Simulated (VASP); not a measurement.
**TiTe2: how numerical settings change the zone-centre modes**

How far do the zone-centre frequencies of TiTe2 depend on the numerical settings? The starting structure is a measured crystal structure from the Crystallography Open Database.

Method: Kohn-Sham DFT with plane waves and PAW; LDA, in VASP 6.6.1.

**1. The starting structure**

It takes space group P-3m1 (No. 164, trigonal). The conventional cell has a = 3.777 Å, b = 3.777 Å, c = 6.498 Å, α = 90.00°, β = 90.00°, γ = 120.00°. Nearest to Te lie 3 Ti at 2.77 Å. Nearest to Ti lie 6 Te at 2.77 Å. Farther neighbours and most contacts between anions are not listed.

Structure file:

```cif
data_structure
_symmetry_space_group_name_H-M 'P-3m1'
_symmetry_Int_Tables_number 164
_cell_length_a 3.7770
_cell_length_b 3.7770
_cell_length_c 6.4980
_cell_angle_alpha 90.000
_cell_angle_beta 90.000
_cell_angle_gamma 120.000
_cell_volume 80.28
loop_
_atom_site_label
_atom_site_type_symbol
_atom_site_symmetry_multiplicity
_atom_site_Wyckoff_symbol
_atom_site_fract_x
_atom_site_fract_y
_atom_site_fract_z
_atom_site_occupancy
Te1 Te 2 d 0.33333 0.66667 0.73720 1
Ti1 Ti 1 a 0.00000 0.00000 0.00000 1
```

**2. Reference modes**

The cell comes from a relaxation at this level, not shown (73.70 Å³).

Contents of INCAR:

```
SYSTEM = TiTe2
PREC = Accurate
ENCUT = 450
EDIFF = 1E-08
NELM = 100
ISMEAR = 1
SIGMA = 0.15
LREAL = .FALSE.
ALGO = Normal
GGA = CA
NBANDS = 18
LORBIT = 11
LWAVE = .FALSE.
LCHARG = .FALSE.
KPAR = 2
IBRION = 8
ISIF = 2
```

Contents of POSCAR:

```
TiTe2
1.0
    3.6675315772      0.0000000000      0.0000000000
   -1.8337657886      3.1761755151      0.0000000000
    0.0000000000      0.0000000000      6.3265477640
Te Ti
2 1
Direct
    0.3333333333      0.6666666667      0.7300513628
    0.6666666667      0.3333333333      0.2699486372
    0.0000000000      0.0000000000      0.0000000000
```

Contents of KPOINTS:

```
Automatic mesh
0
Gamma
12 12 6
0 0 0
```

PAW data sets: Te and Ti_sv (LDA family, release 64).

Command:

```bash
mpirun -np 2 vasp_std
```

The program printed:

```text
[banner, memory and clock lines left out]
running    2 mpi-ranks, on    1 nodes
 distrk:  each k-point on    1 cores,    2 groups
 distr:  one band on    1 cores,    1 groups

 POSCAR found type information on POSCAR TeTi
 POSCAR found :  2 types and       3 ions
 LDA part: xc-table for (Slater(with rela. corr.)+CA(PZ))
 , standard interpolation
 POSCAR, INCAR and KPOINTS ok, starting setup
 FFT: planning ... GRIDC
 FFT: planning ... GRID_SOFT
 FFT: planning ... GRID
 WAVECAR not read
 entering main loop
       N       E                     dE             d eps       ncg     rms          rms(c)
DAV:   1     0.167094791429E+03    0.16709E+03   -0.10127E+04  3608   0.113E+03
DAV:   2    -0.536913200388E+01   -0.17246E+03   -0.16866E+03  3938   0.296E+02
DAV:   3    -0.197556263300E+02   -0.14386E+02   -0.14031E+02  5578   0.810E+01
DAV:   4    -0.202549175811E+02   -0.49929E+00   -0.49516E+00  4548   0.140E+01
DAV:   5    -0.202732628375E+02   -0.18345E-01   -0.18339E-01  5430   0.261E+00    0.126E+01
DAV:   6    -0.202359058709E+02    0.37357E-01   -0.32748E+01  4250   0.378E+01    0.123E+01
DAV:   7    -0.185482819345E+02    0.16876E+01   -0.23019E+01  4598   0.301E+01    0.508E+00
DAV:   8    -0.183477426574E+02    0.20054E+00   -0.12570E+00  4160   0.808E+00    0.162E+00
DAV:   9    -0.183536096976E+02   -0.58670E-02   -0.11501E-01  4894   0.210E+00    0.121E+00
DAV:  10    -0.183469005218E+02    0.67092E-02   -0.11537E-01  4400   0.260E+00    0.630E-01
DAV:  11    -0.183455679886E+02    0.13325E-02   -0.21471E-02  4300   0.108E+00    0.315E-01
DAV:  12    -0.183452644772E+02    0.30351E-03   -0.35304E-03  4352   0.418E-01    0.156E-01
DAV:  13    -0.183452252195E+02    0.39258E-04   -0.17704E-04  4416   0.107E-01    0.312E-02
DAV:  14    -0.183452252503E+02   -0.30805E-07   -0.73264E-06  4212   0.201E-02    0.199E-02
DAV:  15    -0.183452237135E+02    0.15367E-05   -0.53338E-06  4442   0.181E-02    0.570E-03
DAV:  16    -0.183452235779E+02    0.13567E-06   -0.82314E-07  5076   0.537E-03    0.214E-03
DAV:  17    -0.183452235732E+02    0.46225E-08   -0.17423E-08  2796   0.966E-04
   1 F= -.18345224E+02 E0= -.18345663E+02  d E =0.131727E-02
 Linear response reoptimize wavefunctions to high precision
DAV:   1    -0.183452235701E+02    0.31018E-08   -0.21289E-08  4062   0.924E-04
DAV:   2    -0.183452235702E+02   -0.76852E-10   -0.75923E-10  2182   0.231E-04
 Linear response DOF=           4
 Linear response progress:
  Degree of freedom:   1/  4
       N       E                     dE             d eps       ncg     rms          rms(c)
RMM:   1    -0.438298848224E-01   -0.43830E-01    0.28133E-03 37808   0.114E+00
RMM:   2    -0.417882222504E-01    0.20417E-02   -0.33083E-03 31360   0.345E-01    0.832E-02
RMM:   3    -0.419178786738E-01   -0.12966E-03   -0.91409E-04 36924   0.147E-01    0.432E-02
RMM:   4    -0.419798816176E-01   -0.62003E-04   -0.16327E-04 39146   0.554E-02    0.328E-02
RMM:   5    -0.420740377833E-01   -0.94156E-04   -0.33796E-05 34310   0.310E-02    0.298E-03
RMM:   6    -0.420663454250E-01    0.76924E-05   -0.73520E-06 39493   0.134E-02    0.190E-03
RMM:   7    -0.420661113300E-01    0.23409E-06   -0.17937E-06 38640   0.610E-03    0.128E-03
RMM:   8    -0.420663199006E-01   -0.20857E-06   -0.63494E-07 38404   0.306E-03    0.503E-04
RMM:   9    -0.420665505501E-01   -0.23065E-06   -0.82153E-07 41237   0.150E-03    0.212E-04
RMM:  10    -0.420663655915E-01    0.18496E-06    0.64239E-09 41999   0.748E-04    0.734E-05
RMM:  11    -0.420664261600E-01   -0.60569E-07   -0.25487E-07 40945   0.414E-04    0.270E-05
RMM:  12    -0.420664130945E-01    0.13066E-07    0.46616E-08 42031   0.254E-04    0.104E-05
RMM:  13    -0.420664367792E-01   -0.23685E-07   -0.68800E-08 41141   0.172E-04    0.305E-06
RMM:  14    -0.420664144010E-01    0.22378E-07   -0.13343E-10 42406   0.129E-04    0.127E-06
RMM:  15    -0.420664434489E-01   -0.29048E-07   -0.13363E-08 41845   0.108E-04    0.125E-06
RMM:  16    -0.420664366212E-01    0.68277E-08   -0.11115E-08 41082   0.971E-05    0.741E-07
 first order change of Fermi-energy   0.57888E-04
 force on displaced ion       1 direction 1 :  -3.855  -0.001  -0.000
 Linear response progress:
  Degree of freedom:   2/  4
       N       E                     dE             d eps       ncg     rms          rms(c)
RMM:   1    -0.677843431520E-01   -0.67784E-01    0.30365E-02  8593   0.135E+00
RMM:   2    -0.650278708434E-01    0.27565E-02   -0.41000E-03  7477   0.375E-01    0.157E-01
RMM:   3    -0.651849723875E-01   -0.15710E-03   -0.12805E-03  7175   0.242E-01    0.117E-01
RMM:   4    -0.651158503142E-01    0.69122E-04   -0.44569E-04  7125   0.156E-01    0.650E-02
RMM:   5    -0.651354352874E-01   -0.19585E-04   -0.13702E-04  8382   0.605E-02    0.461E-02
RMM:   6    -0.651756514782E-01   -0.40216E-04   -0.35308E-05  8239   0.332E-02    0.450E-03
RMM:   7    -0.651756459369E-01    0.55413E-08   -0.11573E-05  9059   0.148E-02    0.401E-03
RMM:   8    -0.651742597174E-01    0.13862E-05   -0.30691E-06  8999   0.633E-03    0.247E-03
RMM:   9    -0.651729946462E-01    0.12651E-05   -0.22618E-06  8166   0.358E-03    0.101E-03
RMM:  10    -0.651736269095E-01   -0.63226E-06   -0.20691E-06  8883   0.188E-03    0.314E-04
RMM:  11    -0.651735159886E-01    0.11092E-06   -0.84408E-08  8863   0.940E-04    0.828E-05
RMM:  12    -0.651735903806E-01   -0.74392E-07   -0.78862E-07  9315   0.497E-04    0.520E-05
RMM:  13    -0.651735158778E-01    0.74503E-07   -0.32949E-07  8944   0.276E-04    0.477E-05
RMM:  14    -0.651735574831E-01   -0.41605E-07   -0.41156E-07  9171   0.188E-04    0.215E-05
[...]
RMM:  26    -0.651735575086E-01   -0.46386E-08   -0.31186E-07  5675   0.870E-05    0.469E-07
RMM:  27    -0.651735575669E-01   -0.58376E-10   -0.13333E-07  5621   0.872E-05    0.372E-07
RMM:  28    -0.651735737220E-01   -0.16155E-07   -0.31210E-07  5591   0.873E-05    0.242E-07
RMM:  29    -0.651735131658E-01    0.60556E-07   -0.15962E-07  5527   0.874E-05    0.294E-07
RMM:  30    -0.651735205461E-01   -0.73803E-08   -0.24225E-07  5489   0.874E-05    0.226E-07
RMM:  31    -0.651735566120E-01   -0.36066E-07   -0.11946E-07  5418   0.875E-05    0.214E-07
RMM:  32    -0.651735316995E-01    0.24912E-07   -0.23165E-07  5421   0.875E-05    0.170E-07
RMM:  33    -0.651735255960E-01    0.61035E-08   -0.78449E-08  5389   0.875E-05    0.218E-07
 first order change of Fermi-energy  -0.28867E+00
 force on displaced ion       1 direction 3 :  -0.000   0.000  -8.402
 Linear response progress:
  Degree of freedom:   3/  4
       N       E                     dE             d eps       ncg     rms          rms(c)
RMM:   1    -0.724577348824E+00   -0.72458E+00    0.13724E+01  8761   0.128E+02
RMM:   2    -0.681028837543E+00    0.43549E-01   -0.44290E-01 14967   0.521E+00    0.190E-01
RMM:   3    -0.678009261428E+00    0.30196E-02   -0.24361E-02 17098   0.114E+00    0.914E-02
RMM:   4    -0.678408642101E+00   -0.39938E-03   -0.15427E-02 20353   0.493E-01    0.367E-02
RMM:   5    -0.679725719331E+00   -0.13171E-02   -0.82623E-04 20171   0.159E-01    0.150E-02
RMM:   6    -0.680171737487E+00   -0.44602E-03   -0.21651E-04 21175   0.679E-02    0.853E-03
RMM:   7    -0.680178614984E+00   -0.68775E-05   -0.40951E-05 20620   0.317E-02    0.265E-03
RMM:   8    -0.680138498626E+00    0.40116E-04   -0.20175E-05 22579   0.160E-02    0.112E-03
RMM:   9    -0.680151366412E+00   -0.12868E-04   -0.10109E-05 22682   0.807E-03    0.326E-04
RMM:  10    -0.680155758339E+00   -0.43919E-05   -0.64771E-06 22822   0.470E-03    0.205E-04
RMM:  11    -0.680163098257E+00   -0.73399E-05   -0.53543E-06 22091   0.318E-03    0.602E-05
RMM:  12    -0.680163812982E+00   -0.71473E-06   -0.38848E-06 23179   0.225E-03    0.491E-05
RMM:  13    -0.680162748322E+00    0.10647E-05   -0.35821E-06 23060   0.175E-03    0.279E-05
RMM:  14    -0.680162478879E+00    0.26944E-06   -0.30055E-06 22869   0.145E-03    0.588E-05
RMM:  15    -0.680162676296E+00   -0.19742E-06   -0.28348E-06 22781   0.124E-03    0.595E-05
RMM:  16    -0.680163060168E+00   -0.38387E-06   -0.23576E-06 20986   0.110E-03    0.456E-05
RMM:  17    -0.680163315063E+00   -0.25489E-06   -0.20776E-06 21850   0.986E-04    0.435E-05
RMM:  18    -0.680163341687E+00   -0.26625E-07   -0.18056E-06 23017   0.890E-04    0.478E-05
RMM:  19    -0.680163435848E+00   -0.94161E-07   -0.16027E-06 22340   0.810E-04    0.560E-05
RMM:  20    -0.680163571751E+00   -0.13590E-06   -0.14271E-06 19711   0.755E-04    0.498E-05
 first order change of Fermi-energy  -0.90484E-03
 force on displaced ion       3 direction 1 :  -5.271   0.000   0.000
 Linear response progress:
  Degree of freedom:   4/  4
       N       E                     dE             d eps       ncg     rms          rms(c)
RMM:   1    -0.720609571138E+00   -0.72061E+00    0.21939E+01  3616   0.132E+02
RMM:   2    -0.674092915618E+00    0.46517E-01   -0.42607E-01  5983   0.491E+00    0.210E-01
RMM:   3    -0.672260649724E+00    0.18323E-02   -0.29088E-02  6984   0.112E+00    0.103E-01
RMM:   4    -0.672796473617E+00   -0.53582E-03   -0.17400E-02  8044   0.478E-01    0.516E-02
RMM:   5    -0.673865817309E+00   -0.10693E-02   -0.75260E-04  7993   0.150E-01    0.237E-02
RMM:   6    -0.674320517142E+00   -0.45470E-03   -0.19778E-04  8023   0.695E-02    0.109E-02
RMM:   7    -0.674343714684E+00   -0.23198E-04   -0.61807E-05  8010   0.342E-02    0.348E-03
RMM:   8    -0.674264140816E+00    0.79574E-04   -0.27398E-05  8778   0.177E-02    0.166E-03
RMM:   9    -0.674279953424E+00   -0.15813E-04   -0.18322E-05  9092   0.885E-03    0.712E-04
RMM:  10    -0.674281711058E+00   -0.17576E-05   -0.10468E-05  9203   0.553E-03    0.340E-04
RMM:  11    -0.674288675994E+00   -0.69649E-05   -0.86699E-06  8536   0.412E-03    0.144E-04
RMM:  12    -0.674290716363E+00   -0.20404E-05   -0.73736E-06  8971   0.321E-03    0.110E-04
RMM:  13    -0.674288885603E+00    0.18308E-05   -0.48937E-06  8982   0.263E-03    0.852E-05
RMM:  14    -0.674289047275E+00   -0.16167E-06   -0.54924E-06  9479   0.224E-03    0.125E-04
[...]
RMM:  25    -0.674290060927E+00   -0.25956E-06    0.33690E-06  8324   0.877E-04    0.287E-04
RMM:  26    -0.674289956040E+00    0.10489E-06    0.27308E-06 10175   0.908E-04    0.422E-04
RMM:  27    -0.674289990658E+00   -0.34619E-07    0.24756E-06  8951   0.778E-04    0.431E-04
RMM:  28    -0.674289947070E+00    0.43588E-07    0.19815E-06  9607   0.757E-04    0.494E-04
RMM:  29    -0.674289977737E+00   -0.30667E-07    0.19233E-06  9276   0.705E-04    0.541E-04
RMM:  30    -0.674289979276E+00   -0.15384E-08    0.15890E-06  8863   0.663E-04    0.580E-04
RMM:  31    -0.674289993461E+00   -0.14186E-07    0.14247E-06  8893   0.623E-04    0.603E-04
RMM:  32    -0.674290003850E+00   -0.10389E-07    0.11406E-06  8024   0.593E-04    0.593E-04
 first order change of Fermi-energy   0.15786E-02
 force on displaced ion       3 direction 3 :  -0.000   0.000 -12.283
 Linear response finished
```

The job ended after 22 min (2 MPI ranks of AMD EPYC 7R43, shared host; peak memory 1.9 GiB).

The logs omit lines about the potential files and the build; timing stands in the text.

OUTCAR, selected parts (step 2):

```text
ion  position               nearest neighbor table
   1  0.333  0.667  0.730-   3 2.72   3 2.72   3 2.72   2 3.60   2 3.60   2 3.60
   2  0.667  0.333  0.270-   3 2.72   3 2.72   3 2.72   1 3.60   1 3.60   1 3.60
   3  0.000  0.000  0.000-   1 2.72   2 2.72   2 2.72   1 2.72   2 2.72   1 2.72

  LATTYP: Found a hexagonal cell.
 ALAT       =     3.6675315772
 C/A-ratio  =     1.7250152128

 Subroutine GETGRP returns: Found 12 space group operations
 (whereof 12 operations were pure point group operations)

The static configuration has the point symmetry D_3d.

 Found    100 irreducible k-points:

   k-points           NKPTS =    100   k-points in BZ     NKDIM =    100   number of bands    NBANDS=     18

   dimension x,y,z NGX =    28 NGY =   28 NGZ =   48
   dimension x,y,z NGXF=    56 NGYF=   56 NGZF=   96

   ENCUT  =  450.0 eV  33.07 Ry    5.75 a.u.   6.34  6.34 10.94*2*pi/ulx,y,z

   NELECT =      24.0000    total number of electrons

 k-points in reciprocal lattice and weights: Automatic mesh
   0.00000000  0.00000000  0.00000000       0.001
   0.08333333  0.00000000  0.00000000       0.007
   0.16666667  0.00000000  0.00000000       0.007
   0.25000000  0.00000000  0.00000000       0.007
   0.33333333  0.00000000  0.00000000       0.007
   0.41666667  0.00000000  0.00000000       0.007
   0.50000000  0.00000000  0.00000000       0.003
   0.08333333  0.08333333  0.00000000       0.007
   0.16666667  0.08333333  0.00000000       0.014
[...]
0.33333333  0.25000000  0.50000000       0.014
   0.33333333  0.33333333  0.50000000       0.002

 average (electrostatic) potential at core
       1 -87.2310       2 -87.2310       3 -73.4957

  Total       -0.0023943     -0.0023943     -0.0035410      0.0000000     -0.0000000      0.0000000
  in kB       -0.0520527     -0.0520527     -0.0769828      0.0000000     -0.0000000      0.0000000
  external PRESSURE =      -0.0603627 kB  Pullay stress =       0.0000000 kB

  energy-cutoff  :      450.00
  volume of cell :       73.70
      direct lattice vectors                 reciprocal lattice vectors
     3.667531577  0.000000000  0.000000000     0.272662956  0.157422031  0.000000000
    -1.833765789  3.176175515  0.000000000     0.000000000  0.314844062  0.000000000
     0.000000000  0.000000000  6.326547764     0.000000000  0.000000000  0.158064088

 POSITION                                       TOTAL-FORCE (eV/Angst)
 -----------------------------------------------------------------------------------
     -0.00000      2.11745      4.61870        -0.000000     -0.000000     -0.001965
      1.83377      1.05873      1.70784         0.000000      0.000000      0.001965
      0.00000      0.00000      0.00000        -0.000000      0.000000      0.000000
 -----------------------------------------------------------------------------------
    total drift:                               -0.000000     -0.000000      0.000000

 Eigenvectors and eigenvalues of the dynamical matrix
 ----------------------------------------------------

   1 f  =    8.629025 THz    54.217761 2PiTHz  287.833283 cm-1    35.686763 meV
             X         Y         Z           dx          dy          dz
     -0.000000  2.117450  4.618705    -0.000000   -0.000000   -0.281015
      1.833766  1.058725  1.707843    -0.000000   -0.000000   -0.281015
      0.000000  0.000000  0.000000     0.000000    0.000000    0.917639

   2 f  =    5.650262 THz    35.501642 2PiTHz  188.472449 cm-1    23.367595 meV
             X         Y         Z           dx          dy          dz
     -0.000000  2.117450  4.618705    -0.000002   -0.280462    0.000000
      1.833766  1.058725  1.707843    -0.000002   -0.280462    0.000000
      0.000000  0.000000  0.000000     0.000008    0.917977   -0.000000

   3 f  =    5.650262 THz    35.501642 2PiTHz  188.472449 cm-1    23.367595 meV
             X         Y         Z           dx          dy          dz
     -0.000000  2.117450  4.618705     0.280462   -0.000002   -0.000000
      1.833766  1.058725  1.707843     0.280462   -0.000002    0.000000
      0.000000  0.000000  0.000000    -0.917977    0.000008   -0.000000

   4 f  =    4.519345 THz    28.395883 2PiTHz  150.749126 cm-1    18.690501 meV
             X         Y         Z           dx          dy          dz
     -0.000000  2.117450  4.618705    -0.000000    0.000000   -0.707107
      1.833766  1.058725  1.707843    -0.000000   -0.000000    0.707107
      0.000000  0.000000  0.000000     0.000000    0.000000    0.000000

   5 f  =    3.121929 THz    19.615661 2PiTHz  104.136355 cm-1    12.911257 meV
             X         Y         Z           dx          dy          dz
     -0.000000  2.117450  4.618705     0.000000    0.707107    0.000000
      1.833766  1.058725  1.707843     0.000000   -0.707107    0.000000
      0.000000  0.000000  0.000000    -0.000000    0.000000   -0.000000

   6 f  =    3.121929 THz    19.615661 2PiTHz  104.136355 cm-1    12.911257 meV
             X         Y         Z           dx          dy          dz
     -0.000000  2.117450  4.618705     0.707107   -0.000000    0.000000
      1.833766  1.058725  1.707843    -0.707107    0.000000   -0.000000
      0.000000  0.000000  0.000000    -0.000000    0.000000    0.000000

   7 f/i=    0.000460 THz     0.002893 2PiTHz    0.015359 cm-1     0.001904 meV
             X         Y         Z           dx          dy          dz
     -0.000000  2.117450  4.618705     0.000000    0.000000   -0.648869
      1.833766  1.058725  1.707843     0.000000    0.000000   -0.648869
      0.000000  0.000000  0.000000     0.000000    0.000000   -0.397416

   8 f/i=    0.005115 THz     0.032135 2PiTHz    0.170602 cm-1     0.021152 meV
             X         Y         Z           dx          dy          dz
     -0.000000  2.117450  4.618705    -0.173083   -0.625606   -0.000000
      1.833766  1.058725  1.707843    -0.173083   -0.625606   -0.000000
      0.000000  0.000000  0.000000    -0.105762   -0.382273   -0.000000

   9 f/i=    0.005115 THz     0.032135 2PiTHz    0.170602 cm-1     0.021152 meV
             X         Y         Z           dx          dy          dz
     -0.000000  2.117450  4.618705     0.625606   -0.173083   -0.000000
      1.833766  1.058725  1.707843     0.625606   -0.173083   -0.000000
      0.000000  0.000000  0.000000     0.382273   -0.105762   -0.000000

 ELASTIC MODULI CONTR FROM IONIC RELAXATION (kBar)
 Direction    XX          YY          ZZ          XY          YZ          ZX
 --------------------------------------------------------------------------------
 XX        -219.4261   -137.7618   -345.8595      0.0000   -136.1951      0.0000
 YY        -137.7618   -219.4261   -345.8595      0.0000    136.1951      0.0000
 ZZ        -345.8595   -345.8595   -669.7807      0.0000     -0.0000      0.0000
 XY           0.0000      0.0000      0.0000    -40.8322     -0.0000   -112.5750
 YZ        -136.1951    136.1951     -0.0000     -0.0000   -454.2767     -0.0000
 ZX           0.0000      0.0000      0.0000   -112.5750     -0.0000   -310.3713
 --------------------------------------------------------------------------------
```

This run has no spin polarisation, although Ti can carry a moment. Energies printed during the response cycles are not total energies of the cell.

Reference: the zone-centre modes are A2u 287.8, Eu 188.5, A1g 150.7, Eg 104.1 cm⁻¹.

(Part 1 of 2 ends here.)

[Lines on the potential files, build, host, timing and source positions are cut from VASP's logs without a mark.]

[Logs are printed without paths, hosts, clocks, repeated set-up lines and the standing remarks that a program may print on its own settings, such as how far it seeks lower states.]

[Hosts, paths, dates, database ids (printed as entryN), source tags and the programs' standing remarks are cut or masked in the printed files.]
